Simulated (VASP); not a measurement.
```yaml
crystal:
  lattice:
    - [5.07556, 2.52847, 2.52847]
    - [2.52847, 5.07556, 2.52847]
    - [2.52847, 2.52847, 5.07556]
  atoms:
    - { symbol: Mn, position: [0.00000, 0.00000, 0.00000], spin: 4.1 }
    - { symbol: Mn, position: [0.50000, 0.50000, 0.50000], spin: -4.1 }
    - { symbol: S, position: [0.25000, 0.25000, 0.25000] }
    - { symbol: S, position: [0.75000, 0.75000, 0.75000] }
```

Level of theory: rev-vdW-DF2, VASP's PBE PAW potentials (set 64) (plane waves; VASP 6.6.1). Settings: 520 eV cut-off, Gaussian smearing of 0.050 eV, potentials Mn_pv S.

Give the spin-up energies of bands 9 to 22 at the high-symmetry points, in eV from the valence-band maximum.

```tsv
band	Γ	T	H2	L	S0	F
9	-6.88	-5.01	-5.92	-6.13	-5.99	-6.90
10	-4.33	-4.48	-5.86	-5.83	-5.62	-5.84
11	-4.33	-4.08	-5.04	-4.83	-5.29	-4.29
12	-2.74	-4.08	-4.93	-4.29	-4.82	-4.22
13	-2.74	-2.81	-4.13	-4.26	-4.21	-3.26
14	-2.54	-2.81	-3.93	-3.41	-3.94	-3.21
15	-1.55	-2.71	-2.40	-2.70	-2.41	-3.10
16	-1.55	-2.71	-2.20	-2.34	-2.21	-2.34
17	-1.50	-2.17	-2.14	-2.08	-2.10	-2.16
18	-1.41	0.00	-1.02	-0.67	-1.07	-1.09
19	-1.41	0.00	-0.70	-0.64	-0.72	-0.51
20	0.92	0.82	1.16	0.43	1.12	0.53
21	0.92	0.82	1.18	1.46	1.26	1.53
22	1.07	0.90	1.51	1.64	1.47	1.64
```

Give the spin-down energies of bands 9 to 22 at the high-symmetry points, in eV from the valence-band maximum.

```csv
band,Γ,T,H2,L,S0,F
9,-6.88,-5.01,-5.92,-6.13,-5.99,-6.90
10,-4.33,-4.48,-5.86,-5.83,-5.62,-5.84
11,-4.33,-4.08,-5.04,-4.83,-5.29,-4.29
12,-2.74,-4.08,-4.93,-4.29,-4.82,-4.22
13,-2.74,-2.81,-4.13,-4.26,-4.21,-3.26
14,-2.54,-2.81,-3.93,-3.41,-3.94,-3.21
15,-1.55,-2.71,-2.40,-2.70,-2.41,-3.10
16,-1.55,-2.71,-2.20,-2.34,-2.21,-2.34
17,-1.50,-2.17,-2.14,-2.08,-2.10,-2.16
18,-1.41,0.00,-1.02,-0.67,-1.07,-1.09
19,-1.41,0.00,-0.70,-0.64,-0.72,-0.51
20,0.92,0.82,1.16,0.43,1.12,0.53
21,0.92,0.82,1.18,1.46,1.26,1.53
22,1.07,0.90,1.51,1.64,1.47,1.64
```

The gap is indirect, 0.43 eV, from the valence maximum at T to the conduction minimum at L.

The compound is MnS in the rock salt, AFM-II order structure. It was relaxed first, which changed the volume by -8 %.
